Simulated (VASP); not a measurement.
Given:

```xyz
1
Lattice="-2.6891 2.6891 2.6891 2.6891 -2.6891 2.6891 2.6891 2.6891 -2.6891" Properties=species:S:1:pos:R:3 pbc="T T T"
Rb     0.0000     0.0000     0.0000
```

The numbers are results of LDA (Ceperley-Alder, Perdew-Zunger), VASP's LDA PAW potentials (set 64) (plane waves; VASP), not measurements. Run with 400 eV cut-off, 9×9×9 Γ-centred mesh, first-order Methfessel-Paxton smearing of 0.10 eV, potentials Rb_sv.

Task: What does the run give for the energy per atom (σ→0), band gap (on the k-mesh) with the smallest direct gap where there is one?

Result: 
```
Quantity                                                     Value
------------------------  ----------------------------------------
band gap (on the k-mesh)  none (metal, semimetal or under 0.01 eV)
energy per atom (σ→0)                               -1.062 eV/atom
```

Total energies compare only between runs with the same potentials, cut-off and functional.

The compound is Rb in the bcc structure. It was relaxed first, which changed the volume by -14 %. The start is the result of an earlier pass.
